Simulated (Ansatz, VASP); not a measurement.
## WC (Qusongite) in two plane-wave programs

Aim: how closely do two programs agree when they are given the same cell, functional and k mesh? The cell is taken from a series of runs on this material, whose earlier steps may have relaxed, scaled, displaced or heated it; both programs get it as it stands.

Program: Ansatz 0.2.0. Level of theory: plane waves, with VASP 6.6.1 beside it; relaxation of cell and atoms at BLYP with D3(BJ). Results are calculated unless marked as measured.

### Step 1. Set-up

It takes space group P-6m2 (No. 187, hexagonal). The conventional cell has a = 2.907 Å, b = 2.907 Å, c = 2.837 Å, α = 90.00°, β = 90.00°, γ = 120.00°. W has 6 C at 2.20 Å nearest. C has 6 W at 2.20 Å nearest. Farther neighbours are not listed.

Structure file:

```xyz
2
Lattice="2.9065 0.0000 0.0000 -1.4532 2.5171 0.0000 0.0000 0.0000 2.8366" Properties=species:S:1:pos:R:3 pbc="T T T"
W     0.0000    0.0000    0.0000
C     1.4533    0.8390    1.4183
```

### Step 2. VASP: relaxation of cell and atoms, BLYP with D3(BJ)

The relaxed volume is the usual yardstick between codes: in a stiff, nearly cubic crystal its relative difference is about their pressure difference at one cell divided by the bulk modulus.

Lines of VASP's logs that name or quote its potential files are left out, and so is its time.

Contents of INCAR:

```
SYSTEM = WC
PREC = Accurate
ENCUT = 600
EDIFF = 1E-07
NELM = 120
ISMEAR = 0
SIGMA = 0.1
LREAL = .FALSE.
ALGO = Normal
GGA = B5
ALDAX = 1
AGGAX = 1
AGGAC = 1
ALDAC = 0
IVDW = 12
VDW_S6 = 1
VDW_S8 = 2.6996
VDW_A1 = 0.4298
VDW_A2 = 4.2359
NBANDS = 11
LASPH = .TRUE.
LORBIT = 11
LWAVE = .FALSE.
LCHARG = .FALSE.
ISIF = 3
IBRION = 2
NSW = 80
EDIFFG = -0.005
GGA_COMPAT = .FALSE.
NELMIN = 4
```

Contents of POSCAR:

```
WC
1.0
    2.9065000000      0.0000000000      0.0000000000
   -1.4532500000      2.5171030000      0.0000000000
    0.0000000000      0.0000000000      2.8366000000
W C
1 1
Direct
    0.0000000000      0.0000000000      0.0000000000
    0.6666666005      0.3333332009      0.5000000000
```

Contents of KPOINTS:

```
Automatic mesh
0
Gamma
15 15 12
0 0 0
```

Potentials, in the order of the species: W and C (PBE family, release 64).

Command:

```sh
$ mpirun -np 1 vasp_std
```

Numbers of over 12 decimals in the logs are rounded to 6 here.

Log:

```text
[banner, memory and clock lines left out]
running    1 mpi-ranks, on    1 nodes
 distrk:  each k-point on    1 cores,    1 groups
 distr:  one band on    1 cores,    1 groups

 POSCAR found type information on POSCAR W C
 POSCAR found :  2 types and       2 ions
|                                                                             |
|               ----> ADVICE to this user running VASP <----                  |
|                                                                             |
|     You enforced a specific xc type in the INCAR file but a different       |
|     [... a line on the potential file left out ...]
|     I HOPE YOU KNOW WHAT YOU ARE DOING!                                     |
|                                                                             |

 LDA part: xc-table for (Slater(with rela. corr.)+VWN5), standard interpolation
 POSCAR, INCAR and KPOINTS ok, starting setup
 FFT: planning ... GRIDC
 FFT: planning ... GRID_SOFT
 FFT: planning ... GRID
 WAVECAR not read
 entering main loop
       N       E                     dE             d eps       ncg     rms          rms(c)
DAV:   1     0.327899759251E+02    0.32790E+02   -0.54850E+03  4158   0.929E+02
DAV:   2    -0.212464445978E+02   -0.54036E+02   -0.51511E+02  4784   0.217E+02
DAV:   3    -0.236456032891E+02   -0.23992E+01   -0.23651E+01  5165   0.383E+01
DAV:   4    -0.236631099772E+02   -0.17507E-01   -0.17483E-01  4586   0.378E+00
DAV:   5    -0.236631852967E+02   -0.75319E-04   -0.75317E-04  5090   0.249E-01    0.351E+01
DAV:   6    -0.201627295051E+02    0.35005E+01   -0.17620E+01  4891   0.254E+01    0.110E+01
DAV:   7    -0.200924904089E+02    0.70239E-01   -0.93262E-01  4266   0.740E+00    0.896E+00
DAV:   8    -0.200622715192E+02    0.30219E-01   -0.10334E-01  4624   0.270E+00    0.295E+00
DAV:   9    -0.200555485201E+02    0.67230E-02   -0.13141E-02  4512   0.778E-01    0.192E-01
DAV:  10    -0.200556504354E+02   -0.10192E-03   -0.80627E-04  4692   0.253E-01    0.205E-01
DAV:  11    -0.200556487789E+02    0.16564E-05   -0.49973E-05  4976   0.541E-02    0.778E-03
DAV:  12    -0.200556462281E+02    0.25508E-05   -0.34084E-06  4598   0.138E-02    0.676E-03
DAV:  13    -0.200556461254E+02    0.10273E-06   -0.32987E-07  4582   0.592E-03    0.104E-03
DAV:  14    -0.200556461139E+02    0.11473E-07   -0.12403E-08  2223   0.107E-03
   1 F= -.22205181E+02 E0= -.22204564E+02  d E =-.222052E+02
[...]
2 F= -.22198101E+02 E0= -.22197430E+02  d E =0.707999E-02
[...]
3 F= -.22206256E+02 E0= -.22205628E+02  d E =-.107532E-02
[...]
4 F= -.22206256E+02 E0= -.22205628E+02  d E =-.107509E-02
[...]
5 F= -.22206258E+02 E0= -.22205633E+02  d E =-.213708E-05
 trial-energy change:   -0.000002  1 .order   -0.000002   -0.000039    0.000035
 step:   0.4503(harm=  0.4503)  dis= 0.00000  next Energy=   -22.206266 (dE=-0.103E-04)
 bond charge predicted
       N       E                     dE             d eps       ncg     rms          rms(c)
DAV:   1    -0.200709350164E+02    0.14174E-03   -0.33187E-04  4164   0.139E-01    0.837E-03
DAV:   2    -0.200709327915E+02    0.22250E-05   -0.64928E-06  4918   0.209E-02    0.558E-03
DAV:   3    -0.200709321874E+02    0.60411E-06   -0.84646E-07  4912   0.664E-03    0.216E-03
DAV:   4    -0.200709321133E+02    0.74089E-07   -0.19714E-07  3188   0.294E-03
   6 F= -.22206266E+02 E0= -.22205640E+02  d E =-.103447E-04
 curvature:  -0.22 expect dE=-0.646E-06 dE for cont linesearch -0.143E-10
 trial: gam= 0.01856 g(F)=  0.496E-43 g(S)=  0.291E-05 ort = 0.539E-07 (trialstep = 0.772E+00)
 search vector abs. value=  0.293E-05
 reached required accuracy - stopping structural energy minimisation
```

OUTCAR, selected parts (step 2):

```text
ion  position               nearest neighbor table
   1  0.000  0.000  0.000-   2 2.20   2 2.20   2 2.20   2 2.20   2 2.20   2 2.20
   2  0.667  0.333  0.500-   1 2.20   1 2.20   1 2.20   1 2.20   1 2.20   1 2.20

  LATTYP: Found a hexagonal cell.
 ALAT       =     2.9065000000
 C/A-ratio  =     0.9759504559

 Subroutine GETGRP returns: Found 12 space group operations
 (whereof 12 operations were pure point group operations)

The static configuration has the point symmetry D_3h.

 Found    189 irreducible k-points:

   k-points           NKPTS =    189   k-points in BZ     NKDIM =    189   number of bands    NBANDS=     11

   dimension x,y,z NGX =    24 NGY =   24 NGZ =   24
   dimension x,y,z NGXF=    48 NGYF=   48 NGZF=   48

   ENCUT  =  600.0 eV  44.10 Ry    6.64 a.u.   5.81  5.81  5.67*2*pi/ulx,y,z

   NELECT =      10.0000    total number of electrons

 k-points in reciprocal lattice and weights: Automatic mesh
   0.00000000  0.00000000  0.00000000       0.000
   0.06666667  0.00000000  0.00000000       0.002
   0.13333333  0.00000000  0.00000000       0.002
   0.20000000  0.00000000  0.00000000       0.002
   0.26666667  0.00000000  0.00000000       0.002
   0.33333333  0.00000000  0.00000000       0.002
   0.40000000 -0.00000000  0.00000000       0.002
   0.46666667  0.00000000  0.00000000       0.002
   0.06666667  0.06666667  0.00000000       0.002
[...]
0.33333333  0.26666667  0.50000000       0.004
   0.33333333  0.33333333  0.50000000       0.001

 Edisp (eV)   -2.13518

 average (electrostatic) potential at core
       1 -37.2736       2 -45.4736

 E-fermi :   8.7402

 k-point     1 :       0.0000    0.0000    0.0000
  band No.  band energies     occupation
      1      -5.4630      2.00000
      2       4.5515      2.00000
      3       5.4441      2.00000
      4       5.4441      2.00000
      5       8.8902      0.03395
      6      11.8755      0.00000
      7      11.8755      0.00000
      8      14.2854      0.00000
      9      14.2854      0.00000
    ...

 k-point     2 :       0.0667    0.0000    0.0000
  band No.  band energies     occupation
      1      -5.3537      2.00000
      2       4.5908      2.00000
      3       5.2885      2.00000
      4       5.5529      2.00000
      5       8.5250      1.99766
      6      11.8349      0.00000
      7      12.2775      0.00000
      8      14.0547      0.00000
      9      14.2076      0.00000
     10      15.7143      0.00000
    ...

 k-point     3 :       0.1333    0.0000    0.0000
  band No.  band energies     occupation
      1      -5.0365      2.00000
      2       4.4378      2.00000
      3       5.1617      2.00000
      4       5.8675      2.00000
      5       7.7785      2.00000
      6      11.7221      0.00000
      7      13.1153      0.00000
      8      13.4857      0.00000
      9      14.0022      0.00000
     10      16.5592      0.00000
    ...

 Edisp (eV)   -2.13533

  Total       0.00598     0.00598     0.00701     0.00000     0.00000     0.00000
  in kB       0.45865     0.45866     0.53751     0.00000     0.00000     0.00000
  external pressure =        0.48 kB  Pullay stress =        0.00 kB

  energy-cutoff  :      600.00
  volume of cell :       20.89
      direct lattice vectors                 reciprocal lattice vectors
     2.913255007  0.000000000  0.000000000     0.343258657  0.198180465 -0.000000000
    -1.456627503  2.522953009 -0.000000000    -0.000000000  0.396360930 -0.000000000
    -0.000000000  0.000000000  2.841596721    -0.000000000  0.000000000  0.351914820

 POSITION                                       TOTAL-FORCE (eV/Angst)
 -----------------------------------------------------------------------------------
      0.00000      0.00000      0.00000        -0.000000      0.000000      0.000000
      1.45663      0.84098      1.42080         0.000000     -0.000000     -0.000000
 -----------------------------------------------------------------------------------
    total drift:                               -0.000000      0.000105      0.000000

  FREE ENERGIE OF THE ION-ELECTRON SYSTEM (eV)
  ---------------------------------------------------
  free  energy   TOTEN  =       -22.2062659646 eV

  energy  without entropy=      -22.2050137789  energy(sigma->0) =      -22.20563987

 reached required accuracy - stopping structural energy minimisation

 total charge
# of ion       s       p       d       tot
------------------------------------------
    1        0.613   0.844   4.416   5.872
    2        0.862   1.602   0.000   2.464
--------------------------------------------------
tot          1.475   2.446   4.416   8.336

[... 3 further parts left out ...]
```

Dispersion corrections of this kind ignore metallic screening and tend to overbind metals.

### Step 3. Ansatz: relaxation of cell and atoms, BLYP with D3(BJ)

Ansatz runs on its default PAW (the set named soft_2) files.

The same cell, functional (in two slightly different forms), mesh and smearing now go to Ansatz, which takes its cutoff from its data sets.

Contents of input.yaml:

```yaml
crystal:
  lattice:
    - [2.9065, 0.0, 0.0]
    - [-1.45325, 2.5171028361, 0.0]
    - [0.0, 0.0, 2.8366]
  atoms:
    - { symbol: W, position: [0.0, 0.0, 0.0] }
    - { symbol: C, position: [0.6666666667, 0.3333333333, 0.5] }
kpoints:
  mp_grid: { grid: [15, 15, 12] }
hamiltonian:
  xc: blyp
  dispersion: d3bj
scf:
  occupations: { method: gaussian, width: 0.1 }
output:
  forces: true
  stress: true
  eigenvalues: true
relax:
  adjacent_minimum: "off"
  f_tol: 0.005
  max_steps: 60
  cell: { stress_tol: 0.03 }
```

Command:

```sh
$ ansatz run input.yaml --threads 4 --pin off --max-ram 8192MiB --backend cpu --events-out ev --progress --plain --runs-dir out
```

Log:

```text
Engine: ansatz 0.2.0, x86_64-unknown-linux-gnu
Pseudopotentials: kind: paw
Pseudopotential: W, paw, valence charge 14, recommended cutoff 420 eV (normal), W.paw.azcp
Pseudopotential: C, paw, valence charge 4, recommended cutoff 420 eV (normal), C.paw.azcp
Functional definition: BLYP
  parameter beta = 0.0042
  parameter a = 0.04918
  parameter b = 0.132
  parameter c = 0.2533
  parameter d = 0.349
  exchange = b88_x(beta = beta)
  correlation = lyp_c(a = a, b = b, c = c, d = d)
Crystal: 2 atoms, lattice volume = 20.752 Å³
Basis set: ecut = 420 eV, 405 PW (Γ), exchange–correlation on 40×40×40 points (8 copies of the dense FFT grid, shifted against one another)
Bands: 13, of which v1, the nominal top of the filled ones, is band 9 counted from 1 (8 counted from 0)
Symmetry: 12 space group operations
Space group: P-6m2 (ITA 187), of the structure as read, at distance tolerance 2.7e-5 Å
k-points: 189 of 2700 (time reversal used)
Non-local potential: W, projectors of the file, l = 0: 3, l = 1: 2, l = 2: 2, l = 3: 1
Non-local potential: C, projectors of the file, l = 0: 2, l = 1: 2, l = 2: 1
PAW form: soft (Blöchl's): semilocal exchange-correlation on the pseudo side does not see the compensation charge
PAW frozen core: W, regenerated for the run's functional, and the local potential with it (the file was generated under x = pbe(κ = 0.804, μ = 0.219515), c = pbe(β = 0.066725))
PAW frozen core: C, regenerated for the run's functional, and the local potential with it (the file was generated under x = pbe(κ = 0.804, μ = 0.219515), c = pbe(β = 0.066725))
PAW one-centre angular grid: W, 590 points (default); XC on 64 Gauss nodes
PAW one-centre angular grid: C, 110 points (default); XC on 64 Gauss nodes
Initial density: superposition of atomic densities (neutral atoms: chi_scale 0, normalization atom), corrected by the library's trained network
Initial wavefunctions: pseudopotential atomic-orbital guess
Functional: x = b88, c = lyp
SCF iter   1: F=—  HF=-10662.936801 eV  |F-HF|=—  |Δ(HF+E_count)|=         —  Δρ=2.14e-2  dr2=8.60e-2  ethr=1.77e-3  ⟨swp⟩=5.2  Hψ=12112  notcnv=0
preconditioner: auto → none  [metal: Δε(μ)=0.074 eV  Ē_g=9.969 eV  σ=0.100 eV  W_gap=0.40  n_scr=8 (ndim 8)  ℏωp=25.8 eV  f_vac=0.000  D(μ)=0.23/eV (n_scr^D=0)  sad-step TF]
SCF iter   2: F=—  HF=-10662.924807 eV  |F-HF|=—  |Δ(HF+E_count)|=   1.20e-2  Δρ=1.30e-2  dr2=3.47e-2  ethr=4.78e-4  ⟨swp⟩=1.0  Hψ=3970  notcnv=0
SCF iter   3: F=—  HF=-10662.916897 eV  |F-HF|=—  |Δ(HF+E_count)|=   7.91e-3  Δρ=8.64e-4  dr2=8.94e-5  ethr=1.93e-4  ⟨swp⟩=2.0  Hψ=4126  notcnv=0  defer=1
SCF iter   4: F=—  HF=-10662.916947 eV  |F-HF|=—  |Δ(HF+E_count)|=   5.00e-5  Δρ=1.13e-4  dr2=2.42e-6  ethr=4.97e-7  ⟨swp⟩=2.1  Hψ=3592  notcnv=0  defer=1
iter 5 did not close the SCF: its close was put off for the readings that it lacked (scf_convergence_deferred on its scf_iter line)
SCF iter   5: F=-10662.916947 eV  HF=-10662.916947 eV  |F-HF|=1.96e-8  |Δ(HF+E_count)|=   4.99e-8  Δρ=2.10e-5  dr2=5.32e-8  ethr=1.35e-8  ⟨swp⟩=2.3  Hψ=3775  notcnv=0  defer=1
SCF iter   6: F=-10662.916947 eV  HF=-10662.916947 eV  |F-HF|=1.62e-9  |Δ(HF+E_count)|=   3.79e-8  Δρ=3.69e-6  dr2=1.13e-9  ethr=2.96e-10  ⟨swp⟩=3.0  Hψ=9276  notcnv=0
the search or the solves at the SCF's close seem to have found levels that the self-consistency loop had missed (the run counts 1). By its estimate they hold under 1e-12 electrons; where the run keeps them, the occupations were computed again with them
SCF 1 converged in 6 iterations: F = -10662.916947 eV  dr2 = 1.13e-9
  greatest PAW one-centre occupation: 1.000 electrons in one spin orbital (limit 2), on the W atom at site 0 (counted from 0), in its partial waves of l = 0
relax step   1: F+E_penalty+E_count = -10662.91694668 eV  Δ(F+E_penalty+E_count) = +0.000e0 eV  max|allowed force component| = 1.018e-16 eV/Å  Δτ_max = 0.0000 Å  P = +1.252 GPa  Ω = 20.752 Å³  (6 SCF iters, dr2 threshold 1.00e-7 eV, accepted)
[...]
relax step   3: F+E_penalty+E_count = -10662.91708866 eV  Δ(F+E_penalty+E_count) = -1.420e-4 eV  max|allowed force component| = 9.252e-17 eV/Å  Δτ_max = 0.0000 Å  P = +0.024 GPa  Ω = 20.820 Å³  energy of the carried Pulay correction = -1.432e-4 eV  (6 SCF iters, accepted)
[...]
relax step   4: F+E_penalty+E_count = -10662.91708673 eV  Δ(F+E_penalty+E_count) = +1.927e-6 eV  max|allowed force component| = 1.665e-16 eV/Å  Δτ_max = 0.0000 Å  P = +0.001 GPa  Ω = 20.821 Å³  energy of the carried Pulay correction = -1.455e-4 eV  (7 SCF iters, dr2 threshold 1.20e-8 eV, accepted)
[...]
relax step   5: F+E_penalty+E_count = -10662.91722422 eV  Δ(F+E_penalty+E_count) = -1.375e-4 eV  max|allowed force component| = 1.665e-16 eV/Å  Δτ_max = 0.0000 Å  P = +0.009 GPa  Ω = 20.821 Å³  stress off target by 9.63e-3 GPa  SCF on the basis re-selected at this cell (its energy is not comparable with the rows above)  (8 SCF iters)
basis re-selected at this cell: Δ(F+E_penalty+E_count) = -1.375e-4 eV, ΔP = +0.008 GPa vs the last step (what re-selecting the basis moved, of the pressure what is left beyond the Pulay correction that the steps carried, after the strain that the cell walked since its last selection, with what the two solves' SCF thresholds leave and, on support functions, any second-order correction that the steps lacked; it is no m [...]
SCF converged after 8 iterations
Free energy (F): -10662.917224 eV
Harris-Foulkes:  -10662.917224 eV  (|F-HF|=7.28e-12)
Internal energy: -10662.915962 eV  (E = F + TS)
E sigma→0 (E₀):  -10662.916593 eV
Entropy (-TS):   -0.001262 eV (-0.631 meV/atom)
Fermi energy:    20.968191 eV
--- Per-component energies (eV) ---
  E_band       = -51.197959
  E_kinetic    = 543.943737
  E_local      = -671.951351  (includes V_loc(G=0)·N_el)
  E_nonlocal   = 26.650809
  E_hartree    = 237.811923
  E_xc         = -311.773381
  E_vxc        = -294.201260  (∫ρ·V_xc dr)
  E_paw        = -8691.380780  (= ΣΔE_a)
  E_vpaw       = -131.263687  (= ΣTr[D̂ρ^β])
  E_aug_tail   = -0.000052  (compensation charges beyond the density's cutoff)
  E_ewald      = -1794.266061
  E_disp       = -2.142467  (pairwise vdW)
  E_core_change = 0.191661  (= ΣΔE_core)
  E_smearing   = -0.001262  (= −TS)
  E_closure    = 0.000000  (closes the sum)
  Σ components = -10662.917224   (vs F -10662.917224, Δ=0.00e0)
--- Forces (eV/Å), atoms counted from 1 ---
  atom   1  W      0.00000000    -0.00000000     0.00000000
  atom   2  C      0.00000000    -0.00000000     0.00000000
  max |Σ_I F_I| component: 4.07e-16 eV/Å
--- Stress (GPa, compression-positive) ---
        0.009626      -0.000000      -0.000000
       -0.000000       0.009626       0.000000
       -0.000000       0.000000       0.007543
  P = ⅓ Tr σ = 0.0089 GPa (0.089 kbar)
--- Band table (eV; the first three rows and the last of 189) ---
  k-point 0: bands = [... 5 lower, 16.7733, 17.6551, 17.6551, 21.0690, 24.1365, 24.1365, 26.4829, 26.4829]
  k-point 1: bands = [... 5 lower, 16.6894, 17.7306, 17.7306, 21.0472, 23.5790, 23.5790, 26.8043, 26.8043]
  k-point 2: bands = [... 5 lower, 16.3048, 17.9467, 17.9467, 21.2231, 22.5572, 22.5572, 27.0727, 27.0727]
  k-point 188: bands = [... 5 lower, 13.9257, 15.7145, 19.4483, 20.3651, 25.2851, 27.2333, 28.4000, 30.1956]
--- Relaxed structure (4 steps of the walk, 3 accepted, 1 SCFs on fresh bases) ---
  F+E_penalty+E_count = -10662.91722422 eV   max|allowed force component| = 1.665e-16 eV/Å   (the final SCF, on the basis selected at the relaxed cell)
  cell:  # Å, volume = 20.8207 Å³
    - [2.910590, 4.54091860913734e-19, 0]
    - [-1.455295, 2.520645, 0]
    - [0, 0, 2.837942]
  atoms:
    - { symbol: W, position: [-3.700743415524894e-17, 0, 0] }
    - { symbol: C, position: [0.666667, 0.333333, 0.5] }
```

### Step 4. Comparison

Known differences besides the potentials themselves: the data sets hold 18 valence electrons in Ansatz (on its default PAW (the set named soft_2) files) and 10 in VASP; the cutoff is 420 eV in Ansatz and 600 eV in VASP; Ansatz makes its cores anew for this functional, VASP keeps those of its PBE data sets; VASP's log shows a relativistic correction to its local exchange, Ansatz's none; Ansatz adds a Pulay correction to the stress that steers its cell, VASP none. Total energies have different zeros and are not compared.

Both answers:

| quantity | Ansatz | VASP | difference |
| --- | --- | --- | --- |
| volume (Å³) | 20.82 | 20.89 | -0.31 % |
| edge a after relaxation, in the typed setting (Å) | 2.911 | 2.913 | -0.09 % |
| edge c after relaxation, in the typed setting (Å) | 2.838 | 2.842 | -0.13 % |

### Step 5. Summary of results

```json
{
  "difference in volume (relaxation of cell and atoms, BLYP with D3(BJ))": "-0.31 %"
}
```

The difference in volume is -0.31 % (relaxation of cell and atoms, BLYP with D3(BJ)), within the 1.2 % picked in this series as the mark of a large difference, as far as the stopping tolerances let one tell. The data sets hold unlike numbers of valence electrons (18 in Ansatz and 10 in VASP), so part of the differences comes from the potentials. 1 further run of this series is not shown here. How closely two codes agree says nothing of how well the functional describes the real material.

[Lines on the potential files, build, host, timing and source positions are cut from VASP's logs without a mark.]

[Logs are printed without paths, hosts, clocks, repeated set-up lines and the standing remarks that a program may print on its own settings, such as how far it seeks lower states.]

[Hosts, paths, dates, database ids (printed as entryN), source tags and the programs' standing remarks are cut or masked in the printed files.]
